**Q.** I have rocksalt PbTe at six volumes, and I'd like to understand how the pressure runs.

VASP 6.6.1 calculations of rocksalt PbTe (two-atom cell) with PBE and the PAW potentials Pb_d and Te, without dispersion correction, spin polarisation or spin–orbit coupling. The plane-wave cutoff is 520 eV, the k mesh 8 × 8 × 8 and the Gaussian smearing width 0.02 eV. Pressure is positive in compression.

| volume (Å³/atom) | shortest distance (Å) | pressure (GPa) |
| --- | --- | --- |
| 30.568 | 3.127 | 7.930 |
| 31.866 | 3.170 | 5.160 |
| 33.730 | 3.231 | 2.070 |
| 35.443 | 3.285 | -0.050 |
| 35.472 | 3.286 | -0.070 |
| 35.483 | 3.286 | -0.100 |

It climbs as the cell shrinks, which is no surprise. But if I draw a straight line through the cells at 35.443 and 33.730 Å³/atom, I end up far too low at the small end. Why does each further cubic ångström cost more?

**A.** First see how strong the effect is. Between 35.443 and 33.730 Å³/atom the pressure rises by about 1.2 GPa for each Å³ removed. Between 31.866 and 30.568 it rises by about 2.1 GPa. A straight line in volume, set by the mild end, falls short of the computed pressure at the smallest cell by 25%.

**Q.** Are the bonds getting stiffer, then?

**A.** Perhaps, but a pressure is a force divided by an area, and the area shrinks too. We have to separate the two before we credit the bonds. Rocksalt makes this easy. Call the shortest distance, from Pb to Te, $d$. The volume per atom is then $V=d^3$, and each atom has six neighbours, so there are three contacts per atom.

With $E$ the energy per atom, the pressure is $P=-dE/dV$, and $dV=3d^2\,dd$. Define the force per contact as $f=-\tfrac13\,dE/dd$. Then

$$P=\frac{f}{d^2}.$$

Every contact pushes on a square face of side $d$. All the cells are cubic with no net force on the atoms, so this step is exact. It doesn't make $f$ a true pair force, though: farther neighbours and the shared electrons are all counted in it.

**Q.** So I could pretend that each contact is an ordinary spring and see what geometry does alone?

**A.** Do it by hand. Use the cells at 35.443 and 33.730 Å³/atom to set the spring, and leave the smallest cell out.

**Q.** The force per contact is $Pd^2$. For the two cells I get

$$-0.05\times3.285^2=-0.54,\qquad 2.07\times3.231^2=21.6\ \text{GPa Å}^2.$$

The distance changes by 0.054 Å between them, so the spring constant is $(21.6+0.54)/0.054\approx410$ GPa Å. The smallest cell has $d=3.127$ Å, which is another 0.104 Å shorter. That gives

$$P\approx\frac{21.6+410\times0.104}{3.127^2}\approx6.6\ \text{GPa}.$$

The calculation gives 7.93 GPa. The spring is better than the straight line, but still 17% too low.

**A.** And that tells you how much geometry can do. A fixed spring already gives a curve that steepens, for two reasons. The faces become smaller, and removing one Å³ from a smaller cell requires a larger change in $d$. Together these make up about a third of what the straight line lacked at the smallest cell. The other two thirds must come from the force itself.

**Q.** Can I see that in the numbers, without a model?

**A.** Yes. Take the force per contact in each cell and ask how fast it grows as $d$ shrinks. From the mildest to the strongest of the three wide intervals, this stiffness rises by 43%, and the middle interval lies between them. No fixed spring can do that. So the contacts do stiffen, and the table shows it once the area has been taken out.

**Q.** What makes them stiffen?

**A.** Here the argument comes from theory, because the calculation gives only the total force. At equilibrium an attraction and a repulsion balance. The attraction comes from the partial transfer of charge from Pb to Te and from the sharing of electrons between them, and it changes rather gently with distance. The repulsion comes from filled shells that begin to overlap. The Pauli principle forces their electrons into states of higher kinetic energy, and this cost climbs steeply as the overlap grows. Each further shortening therefore adds more repulsion than the one before, and the attraction makes up for less and less of it.

A diatomic molecule shows the same thing in its simplest form. Its energy curve is steeper on the inner side of the minimum than on the outer side, so squeezing the bond is harder than stretching it by the same amount. The comparison holds for the shape of the force. It stops there, since a molecule has a single pair of atoms and no face area.

**Q.** Can that be turned into a formula as simple as the spring?

**A.** Let the attraction fall off slowly and the repulsion quickly, for instance $E=-a/d^2+b/d^4$, with $a$ and $b$ positive constants. Differentiate and divide by the area, as before:

$$P=\frac{1}{3}\left(\frac{4b}{d^7}-\frac{2a}{d^5}\right).$$

With $d_0$ the distance at zero pressure and $x=d_0/d$, this becomes $P=\tfrac32B_0\,(x^7-x^5)$, where $B_0$ is the bulk modulus at zero pressure. It is known as the second-order Birch–Murnaghan equation. It has two constants, just like the spring, so the comparison is fair.

**Q.** And how well does it do?

**A.** Set it by mild compression only, with the average of the three largest cells and the cell at 33.730 Å³/atom. At the smallest cell, which was not used, it then gives 7.7 GPa, 3% below the computed value. It is also slightly low at 31.866 Å³/atom, so the computed force stiffens a little faster than these powers allow. The powers are a convenient choice, and the success doesn't prove that the attraction in PbTe follows $1/d^2$. The result is consistent with a steep repulsion against a gentler attraction, but any other form with a similar curvature would do as well. The printed output after this text compares the three pictures row by row.

**Q.** Would a real crystal show 7.93 GPa at that volume?

**A.** Probably not, even as rocksalt. The pressure is counted from the volume at which this method finds none, and PBE tends to put that volume too high. A real crystal starts out smaller, so it should need less pressure to reach the same cell. Under enough pressure real PbTe also leaves the rocksalt structure, whereas this cell is rocksalt because it was built that way. Its 7.93 GPa belongs to the PBE rocksalt curve. That is what we want for studying the contacts, but it would be the wrong number for a pressed sample.

**Q.** The cell at 33.730 Å³/atom puzzles me. I'm told it was taken from a structure database and not relaxed. Why does the calculation give it a pressure of about 2 GPa?

**A.** Nobody is pressing on it. The same formula fitted to all six rows puts zero pressure at about 35.4 Å³/atom, and the database cell is nearly 5% smaller than that. The 2 GPa is what this calculation demands to hold the lattice at a volume it finds too small. PBE is known to make such crystals too large, which fits. But the calculation also leaves out spin-orbit coupling, which can matter for elements as heavy as Pb and Te, and the thermal motion that swells a real crystal. Both effects on the volume would have to be known before the difference is charged to the functional.

**Q.** So I shouldn't read that number as stress in a real sample.

**A.** Right. It measures the mismatch between an imported lattice and the method's own equilibrium. If you go on to strain the crystal in a calculation, count the strain from the relaxed cell of the same method, or this mismatch will be mixed into the stress you wanted.

**Q.** One thing is left. Among the three largest cells the curve suddenly looks steep again. From 35.472 to 35.483 Å³/atom the pressure drops by 0.03 GPa.

**A.** The bulk modulus would lead you to expect about 0.01 GPa there. These three cells are the end points of separate relaxations that all stopped close to equilibrium. Their volumes are so close together that a discrepancy of 0.02 GPa between runs is enough to spoil the slope. I would guess at small numerical differences between the runs, though the table can't identify them. Treat the three as one point, and take slopes only between cells that are well apart.

**Q.** Is there any check on the pressures at the large scale, if they scatter at the small one?

**A.** The total energies offer one. From 35.443 Å³/atom to the smallest cell the energy rises by 106 meV per atom. Integrating the fitted pressure curve over the same range gives 105 meV. A straight line between the same two end pressures would give about 120 meV, so the steepening is also present in the energies. This confirms the curve, though not our account of its cause.

**Q.** Then what should I do the next time I have only a few mildly compressed cells and need the pressure at a smaller volume?

**A.** Relax the cell first, so that you know where zero pressure lies for your method. Add one cell compressed by about 5% in volume, far enough away that the scatter of the runs doesn't matter. Then extrapolate with $x^7-x^5$ rather than with a constant slope. For PbTe, down to a volume 14% below equilibrium, that choice cuts the error from a quarter of the pressure to a few per cent. The formula has a fixed rate of stiffening built in: near equilibrium the bulk modulus grows by 4 GPa for each GPa of pressure. A crystal that stiffens at a clearly different rate needs a third constant, and so at least one more cell.

Output of the analysis:

```
fit of pressure on 6 rows: coefficient of (vol/V1)**(-7/3) 60.01 +/- 0.35, coefficient of (vol/V1)**(-5/3) -60.1 +/- 0.37; rms 0.0331, worst 33.73 0.0516, leave-one-out rms 0.0629
Force per contact, and stiffness between each row and the row above it:
     row  force_eV_per_A  pressure_rise_GPa_per_A3  bulk_modulus_GPa  contact_stiffness_eV_per_A2
  30.568          0.4839                       n/a               n/a                          n/a
  31.866          0.3237                     2.134             66.62                         3.67
   33.73          0.1349                     1.658             54.37                        3.114
  35.443       -0.003367                     1.238              42.8                         2.57
  35.472       -0.004717                    0.6897             24.45                        1.507
  35.483        -0.00674                     2.727             96.76                        5.957
Pressure in GPa, computed and from the three pictures:
     row  computed  linear_in_volume  fixed_spring  repulsion_and_attraction
  30.568      7.93             5.974         6.595                      7.66
  31.866      5.16             4.371          4.63                      5.05
   33.73      2.07              2.07          2.07                      2.07
  35.443     -0.05          -0.04494      -0.04631                  -0.04825
  35.472     -0.07          -0.08074      -0.08038                  -0.07986
  35.483      -0.1          -0.09432      -0.09329                  -0.09182
Zero-pressure volume from the fit to all rows, A3 per atom: 35.39
Bulk modulus at zero pressure from the same fit, GPa: 40.22
Volume reduction of the smallest cell from zero pressure, percent: 13.62
Contact shortening of the smallest cell from zero pressure, percent: 4.762
Volume reduction of the database cell from zero pressure, percent: 4.68
Pressure rise per A3, strongest over mildest compression interval, ratio: 1.724
Contact stiffness, strongest over mildest compression interval, ratio: 1.428
Shortfall of linear picture at the smallest cell, percent: 24.67
Shortfall of fixed spring at the smallest cell, percent: 16.84
Shortfall of repulsion and attraction at the smallest cell, percent: 3.403
Part of the linear shortfall that the fixed spring makes up, percent: 31.74
Energy rise from 35.443 to the smallest cell by total energies, meV per atom: 105.8
The same rise by integrating the fitted pressure, meV per atom: 105
Pressure drop in the last step of the table, GPa: 0.03
Drop expected there from the bulk modulus, GPa: 0.0125
```
